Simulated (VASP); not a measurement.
All values below come from vdW-DF-cx, VASP's PBE PAW potentials (set 64) (plane waves; VASP).

A VASP calculation is set up with these files.

INCAR:
```
SYSTEM = Re
PREC = Accurate; ENCUT = 520; LREAL = .FALSE.
LASPH = .TRUE.
EDIFF = 1E-7; NELM = 100; ALGO = Normal
LMAXMIX = 6
ISMEAR = 1; SIGMA = 0.1
GGA = CX; LUSE_VDW = .TRUE.; AGGAC = 0.0
IBRION = 2; NSW = 30; ISIF = 4
EDIFFG = -0.01
LWAVE = .FALSE.; LCHARG = .FALSE.
```

### KPOINTS
```
Automatic mesh
0
Gamma
15 15 8
0 0 0
```

POSCAR:
```
Re
1
    1.3782303699    -2.3871649112     0.0000000000
    1.3782303699     2.3871649112     0.0000000000
    0.0000000000     0.0000000000     4.4593491483
Re
2
Direct
  0.3333330000   0.6666670000   0.2500000000
  0.6666670000   0.3333330000   0.7500000000
```

POTCAR, in this order: Re (PBE.64 set). Program: vasp_std.

Unless said otherwise, spin-orbit coupling is left out, though it shifts the bands of the heavy elements here.

Task: Predict the energy per atom (σ→0), band gap (on the k-mesh).

Result: 
* **energy per atom (σ→0)**: -10.523 eV/atom
* **band gap (on the k-mesh)**: none (metal, semimetal or under 0.01 eV)

OSZICAR:
```
...
   2 F= -.21045590E+02 E0= -.21045845E+02  d E =0.268849E-04
       N       E                     dE             d eps       ncg     rms          rms(c)
DAV:   1    -0.210457613272E+02   -0.17146E-03   -0.87742E-03  4519   0.345E+00    0.508E-02
DAV:   2    -0.210456899165E+02    0.71411E-04   -0.10203E-04  5477   0.134E-01    0.251E-02
DAV:   3    -0.210456685861E+02    0.21330E-04   -0.47291E-05  5675   0.966E-02    0.424E-03
DAV:   4    -0.210456686551E+02   -0.68959E-07   -0.13802E-06  4725   0.134E-02    0.161E-03
DAV:   5    -0.210456686432E+02    0.11880E-07   -0.76994E-09  2335   0.474E-03
   3 F= -.21045669E+02 E0= -.21045927E+02  d E =-.518959E-04
```

The compound is Re in the hcp structure. This run relaxes it. Symmetry was kept, so distortions that lower it aren't found.
